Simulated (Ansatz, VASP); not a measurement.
# H17C8S3NO5F6 in two plane-wave programs, part 2 of 2

Wanted: the spread between two codes on one cell, functional and k mesh. The cell is taken from a series of runs on this material, whose earlier steps may have relaxed, scaled, displaced or heated it; both programs get it as it stands.

VASP 6.6.1 and Ansatz 0.2.0.

So far. Step 2 (VASP: single point, PBE with D4, pair 1): The run ends at a pressure of 1.81 GPa, with forces up to 4.2 eV/Å.

### Step 5. Ansatz: single point, PBE with D4, pair 2

Level of this step: Ansatz beside VASP: Kohn-Sham DFT, plane waves, PBE with D4 (Ansatz).

A single point takes one fixed geometry, so differences don't come from the geometry; what else differs is listed under the comparison. The cell compared in this pair holds 1594.56 Å³, against 1510.03 Å³ for the pair before.

The cell is taken from a series of runs on this material, whose earlier steps may have relaxed, scaled, displaced or heated it; both programs get it as it stands.

input.yaml reads:

```yaml
crystal:
  lattice:
    - [11.68281, 0.0, 0.0]
    - [0.0, 11.68281, 0.0]
    - [0.0, 0.0, 11.68281]
  atoms:
    - { symbol: C, position: [0.31145, 0.44396, 0.33367] }
    - { symbol: C, position: [0.30393, 0.5078, 0.4431] }
    - { symbol: S, position: [0.20046, 0.62394, 0.42395] }
    - { symbol: C, position: [0.1638, 0.63156, 0.57451] }
    - { symbol: C, position: [0.06711, 0.54253, 0.59223] }
    - { symbol: C, position: [0.30781, 0.74098, 0.43572] }
    - { symbol: C, position: [0.24142, 0.84866, 0.4226] }
    - { symbol: H, position: [0.35729, 0.36435, 0.33923] }
    - { symbol: H, position: [0.2287, 0.43432, 0.29076] }
    - { symbol: H, position: [0.36172, 0.49391, 0.27208] }
    - { symbol: H, position: [0.28455, 0.45437, 0.51428] }
    - { symbol: H, position: [0.37779, 0.55355, 0.45553] }
    - { symbol: H, position: [0.23465, 0.62649, 0.63158] }
    - { symbol: H, position: [0.12478, 0.71678, 0.58492] }
    - { symbol: H, position: [0.09547, 0.45609, 0.60238] }
    - { symbol: H, position: [0.00741, 0.54197, 0.52082] }
    - { symbol: H, position: [0.0311, 0.56028, 0.67272] }
    - { symbol: H, position: [0.35269, 0.73779, 0.52453] }
    - { symbol: H, position: [0.36679, 0.7314, 0.36245] }
    - { symbol: H, position: [0.15922, 0.84311, 0.46823] }
    - { symbol: H, position: [0.22609, 0.8556, 0.33501] }
    - { symbol: H, position: [0.29271, 0.9188, 0.45562] }
    - { symbol: C, position: [0.0666, 0.94864, 0.85949] }
    - { symbol: C, position: [0.10731, 0.06337, 0.89901] }
    - { symbol: S, position: [0.26171, 0.06409, 0.90722] }
    - { symbol: C, position: [0.27253, 0.21834, 0.94891] }
    - { symbol: C, position: [0.24076, 0.2309, 0.0775] }
    - { symbol: C, position: [0.28249, 0.08308, 0.75173] }
    - { symbol: C, position: [0.40456, 0.12051, 0.72567] }
    - { symbol: H, position: [0.97604, 0.94223, 0.86309] }
    - { symbol: H, position: [0.10039, 0.87741, 0.91086] }
    - { symbol: H, position: [0.08045, 0.92863, 0.77021] }
    - { symbol: H, position: [0.07661, 0.06981, 0.98738] }
    - { symbol: H, position: [0.07111, 0.13634, 0.85278] }
    - { symbol: H, position: [0.22585, 0.26873, 0.88541] }
    - { symbol: H, position: [0.36506, 0.23439, 0.94908] }
    - { symbol: H, position: [0.14827, 0.21904, 0.08183] }
    - { symbol: H, position: [0.28694, 0.1615, 0.12507] }
    - { symbol: H, position: [0.25995, 0.31302, 0.11526] }
    - { symbol: H, position: [0.2599, 0.00503, 0.70218] }
    - { symbol: H, position: [0.22398, 0.14807, 0.71813] }
    - { symbol: H, position: [0.42289, 0.20411, 0.75347] }
    - { symbol: H, position: [0.4125, 0.11, 0.63996] }
    - { symbol: H, position: [0.45627, 0.05729, 0.7656] }
    - { symbol: C, position: [0.46292, 0.92988, 0.12508] }
    - { symbol: C, position: [0.58861, 0.92394, 0.1447] }
    - { symbol: S, position: [0.63034, 0.80539, 0.23743] }
    - { symbol: C, position: [0.6086, 0.87637, 0.36375] }
    - { symbol: C, position: [0.6641, 0.81763, 0.46747] }
    - { symbol: C, position: [0.7839, 0.85251, 0.23512] }
    - { symbol: C, position: [0.85743, 0.75615, 0.27608] }
[... 13 lines left out ...]
    - { symbol: H, position: [0.82298, 0.67695, 0.23658] }
    - { symbol: H, position: [0.86813, 0.74208, 0.3665] }
    - { symbol: "N", position: [0.79992, 0.36268, 0.9502] }
    - { symbol: S, position: [0.66512, 0.35407, 0.95285] }
    - { symbol: O, position: [0.61448, 0.32035, 0.84578] }
    - { symbol: O, position: [0.61194, 0.44967, 0.01023] }
    - { symbol: C, position: [0.64517, 0.22643, 0.0399] }
    - { symbol: F, position: [0.65374, 0.25681, 0.15071] }
    - { symbol: F, position: [0.72405, 0.15036, 0.02184] }
    - { symbol: F, position: [0.54299, 0.17474, 0.03302] }
    - { symbol: S, position: [0.8597, 0.36198, 0.07098] }
    - { symbol: O, position: [0.81278, 0.43836, 0.15627] }
    - { symbol: O, position: [0.8924, 0.25199, 0.11341] }
    - { symbol: C, position: [0.99044, 0.42916, 0.01828] }
    - { symbol: F, position: [0.05019, 0.35013, 0.95401] }
    - { symbol: F, position: [0.9635, 0.51976, 0.95312] }
    - { symbol: F, position: [0.0596, 0.46788, 0.10604] }
    - { symbol: "N", position: [0.93985, 0.2002, 0.4505] }
    - { symbol: S, position: [0.90221, 0.24281, 0.57474] }
    - { symbol: O, position: [0.819, 0.33385, 0.57028] }
    - { symbol: O, position: [0.99393, 0.26499, 0.6567] }
    - { symbol: C, position: [0.83264, 0.11476, 0.62583] }
    - { symbol: F, position: [0.76393, 0.13829, 0.71681] }
    - { symbol: F, position: [0.90524, 0.03164, 0.65826] }
    - { symbol: F, position: [0.76071, 0.06622, 0.54853] }
    - { symbol: S, position: [0.01804, 0.08768, 0.44717] }
    - { symbol: O, position: [0.11805, 0.08213, 0.51822] }
    - { symbol: O, position: [0.9525, 0.97918, 0.43491] }
    - { symbol: C, position: [0.07519, 0.10884, 0.30423] }
    - { symbol: F, position: [0.07399, 0.21898, 0.2748] }
    - { symbol: F, position: [0.18184, 0.0759, 0.28438] }
    - { symbol: F, position: [0.0034, 0.04895, 0.22562] }
    - { symbol: "N", position: [0.63108, 0.67116, 0.85677] }
    - { symbol: S, position: [0.53218, 0.65802, 0.76774] }
    - { symbol: O, position: [0.55046, 0.57185, 0.67933] }
    - { symbol: O, position: [0.47508, 0.75971, 0.72629] }
    - { symbol: C, position: [0.42116, 0.59585, 0.86237] }
    - { symbol: F, position: [0.40476, 0.64274, 0.9715] }
    - { symbol: F, position: [0.43521, 0.48225, 0.8655] }
    - { symbol: F, position: [0.3125, 0.60258, 0.81501] }
    - { symbol: S, position: [0.72022, 0.77024, 0.83751] }
    - { symbol: O, position: [0.68416, 0.86903, 0.77351] }
    - { symbol: O, position: [0.78047, 0.79512, 0.93913] }
    - { symbol: C, position: [0.80699, 0.68752, 0.73803] }
    - { symbol: F, position: [0.90737, 0.73445, 0.70931] }
    - { symbol: F, position: [0.83048, 0.58259, 0.78217] }
    - { symbol: F, position: [0.75384, 0.66921, 0.63229] }
    - { symbol: O, position: [0.51137, 0.18699, 0.45074] }
    - { symbol: H, position: [0.56507, 0.21529, 0.39038] }
    - { symbol: H, position: [0.50862, 0.24329, 0.51515] }
    - { symbol: O, position: [0.70217, 0.34913, 0.36094] }
    - { symbol: H, position: [0.73381, 0.38712, 0.43081] }
    - { symbol: H, position: [0.72514, 0.39351, 0.29144] }
    - { symbol: O, position: [0.52149, 0.35584, 0.63858] }
    - { symbol: H, position: [0.55272, 0.31195, 0.70509] }
    - { symbol: H, position: [0.52572, 0.4397, 0.65521] }
kpoints:
  mp_grid: { grid: [1, 1, 1] }
hamiltonian:
  xc: pbe
  dispersion: d4
scf:
  occupations: { method: fixed }
output:
  forces: true
  stress: true
  populations: true
  dos:
    method: { smearing: { sigma: 0.1 } }
    de: 0.1
    projected: { site_lists: { C: [C], F: [F], H: [H], "N": ["N"], O: [O] } }
  eigenvalues: true
  write_density: true
  write_potential: true
  volumetric_format: npy
```

Started as:

```sh
> ansatz run input.yaml --threads 8 --pin off --max-ram 15872MiB --backend cpu --events-out ev --progress --plain --runs-dir out
```

Numbers of over 12 decimals in the logs are rounded to 6 here.

The program printed:

```text
[...]
Crystal: 120 atoms, lattice volume = 1594.564 Å³
Basis set: ecut = 420 eV, 31343 PW (Γ), exchange–correlation on 160×160×160 points (8 copies of the dense FFT grid, shifted against one another)
Bands: 336, of which v1, the nominal top of the filled ones, is band 216 counted from 1 (215 counted from 0)
Symmetry: 1 space group operations
[...]
k-points: 1
[...]
P = ⅓ Tr σ = 1.8080 GPa (18.080 kbar)
--- Band table (eV) ---
  k-point 0: bands = [... 212 lower, -0.6593, -0.5918, -0.5400, -0.3639, 2.4353, 2.6225, 2.7446, 2.9841, ... 116 higher]
--- Löwdin populations: 120 sites ---
  site symbol       q [e]
     0      C      4.4758
     1      C      4.3382
     2      S      5.2298
     3      C      4.3442
     4      C      4.4871
     5      C      4.3098
     6      C      4.4670
     7      H      0.7539
[...]
116      H      0.6098
   117      O      6.7395
   118      H      0.6135
   119      H      0.6144
  spilling = 0.015632 (of n_electrons = 432.000000)
```

### Step 6. VASP: single point, PBE with D4, pair 2

The same cell, functional and mesh now go to VASP, with its own data sets.

INCAR reads:

```
SYSTEM = H17C8S3NO5F6
PREC = Accurate
ENCUT = 600
EDIFF = 1E-06
NELM = 120
ISMEAR = 0
SIGMA = 0.01
LREAL = Auto
ALGO = Normal
GGA = PE
IVDW = 13
NBANDS = 304
LORBIT = 11
LWAVE = .FALSE.
LCHARG = .FALSE.
ISIF = 2
LASPH = .TRUE.
GGA_COMPAT = .FALSE.
EFERMI = MIDGAP
NCORE = 4
```

POSCAR reads:

```
H17C8S3NO5F6
1.0
   11.6828100000      0.0000000000      0.0000000000
    0.0000000000     11.6828100000      0.0000000000
    0.0000000000      0.0000000000     11.6828100000
C S H N O F
24 9 51 3 15 18
Direct
    0.3114500000      0.4439600000      0.3336700000
    0.3039300000      0.5078000000      0.4431000000
    0.1638000000      0.6315600000      0.5745100000
    0.0671100000      0.5425300000      0.5922300000
    0.3078100000      0.7409800000      0.4357200000
    0.2414200000      0.8486600000      0.4226000000
    0.0666000000      0.9486400000      0.8594900000
    0.1073100000      0.0633700000      0.8990100000
    0.2725300000      0.2183400000      0.9489100000
    0.2407600000      0.2309000000      0.0775000000
    0.2824900000      0.0830800000      0.7517300000
    0.4045600000      0.1205100000      0.7256700000
    0.4629200000      0.9298800000      0.1250800000
    0.5886100000      0.9239400000      0.1447000000
    0.6086000000      0.8763700000      0.3637500000
    0.6641000000      0.8176300000      0.4674700000
    0.7839000000      0.8525100000      0.2351200000
    0.8574300000      0.7561500000      0.2760800000
    0.6451700000      0.2264300000      0.0399000000
    0.9904400000      0.4291600000      0.0182800000
    0.8326400000      0.1147600000      0.6258300000
    0.0751900000      0.1088400000      0.3042300000
    0.4211600000      0.5958500000      0.8623700000
    0.8069900000      0.6875200000      0.7380300000
    0.2004600000      0.6239400000      0.4239500000
    0.2617100000      0.0640900000      0.9072200000
    0.6303400000      0.8053900000      0.2374300000
    0.6651200000      0.3540700000      0.9528500000
    0.8597000000      0.3619800000      0.0709800000
    0.9022100000      0.2428100000      0.5747400000
[... 84 atom lines left out ...]
    0.4047600000      0.6427400000      0.9715000000
    0.4352100000      0.4822500000      0.8655000000
    0.3125000000      0.6025800000      0.8150100000
    0.9073700000      0.7344500000      0.7093100000
    0.8304800000      0.5825900000      0.7821700000
    0.7538400000      0.6692100000      0.6322900000
```

KPOINTS reads:

```
Automatic mesh
0
Gamma
1 1 1
0 0 0
```

The projector-augmented-wave data sets are C, S, H, N, O and F (PBE family, release 64).

Started as:

```sh
> mpirun -np 16 vasp_gam
```

The program printed:

```text
[... set-up lines as in an earlier step ...]
 entering main loop
       N       E                     dE             d eps       ncg     rms          rms(c)
DAV:   1     0.406837240879E+04    0.40684E+04   -0.25366E+05   624   0.148E+03
DAV:   2    -0.257337015473E+03   -0.43257E+04   -0.40933E+04   752   0.339E+02
DAV:   3    -0.692924604335E+03   -0.43559E+03   -0.43227E+03   728   0.113E+02
DAV:   4    -0.702601751499E+03   -0.96771E+01   -0.96288E+01   768   0.183E+01
[...]
DAV:  19    -0.629764841921E+03    0.33518E-05   -0.91105E-06   720   0.735E-03    0.832E-03
DAV:  20    -0.629764839862E+03    0.20592E-05   -0.18122E-06   552   0.457E-03    0.343E-03
DAV:  21    -0.629764839231E+03    0.63073E-06   -0.99029E-07   504   0.315E-03
   1 F= -.63617309E+03 E0= -.63617309E+03  d E =0.000000E+00
```

OUTCAR, selected parts (step 6):

```text
  FREE ENERGIE OF THE ION-ELECTRON SYSTEM (eV)
  ---------------------------------------------------
  free  energy   TOTEN  =      -636.1730883294 eV

  energy  without entropy=     -636.1730883294  energy(sigma->0) =     -636.17308833
```

The run ends at a pressure of 1.63 GPa, with forces up to 3.7 eV/Å.

### Step 7. Comparison

The two programs side by side:

```
              quantity  Ansatz   VASP  difference
        pressure (GPa)    1.81   1.63       +0.18
gap on the k mesh (eV)   2.799  2.809      -0.010
```

Forces on 9 of the 120 atoms, those with the largest forces and the largest differences (eV/Å; atoms numbered as in POSCAR):

```
atom         Ansatz x, y, z           VASP x, y, z
  C3  -2.984, 0.009, -0.710  -2.955, 0.005, -0.770
 C12  -1.594, -1.427, 2.478  -1.578, -1.416, 2.463
 C19   -0.446, 0.362, 1.800   -0.481, 0.787, 1.502
 C21  -2.674, -1.563, 1.240  -2.463, -1.172, 1.071
 C22  -1.270, 0.477, -2.692  -1.543, 0.316, -2.306
 S27   2.479, 1.803, -1.951   2.484, 1.889, -1.909
 H38    2.399, 1.052, 0.888    2.405, 1.059, 0.889
 H62   0.656, 0.004, -3.392   0.657, 0.004, -3.396
F104  0.907, -1.684, -1.044  1.278, -2.037, -1.136
```

The forces differ by 127 meV/Å r.m.s., which is 14.4 % of the r.m.s. force of 0.879 eV/Å (both taken over all components). A gap on the mesh is an upper bound, since the band edges may lie between its points.

### Step 8. Outcome

```yaml
r_m_s_force_difference_single_point_pbe_with_d4_pair_1: 14 % of the r.m.s. force
r_m_s_force_difference_single_point_pbe_with_d4_pair_2: 14 % of the r.m.s. force
```

The r.m.s. force difference is 14 % of the r.m.s. force (single point, PBE with D4, pair 2), beyond the 3 % picked in this series as the mark of a large difference. What causes the difference of the single point, PBE with D4, pair 1 pair stays open here. What causes the difference of the single point, PBE with D4, pair 2 pair stays open here. Such differences can come from data sets, numerical settings and the points named under the comparisons, not from the functional's error against experiment.

[Lines on the potential files, build, host, timing and source positions are cut from VASP's logs without a mark.]

[Logs are printed without paths, hosts, clocks, repeated set-up lines and the standing remarks that a program may print on its own settings, such as how far it seeks lower states.]

[Hosts, paths, dates, database ids (printed as entryN), source tags and the programs' standing remarks are cut or masked in the printed files.]
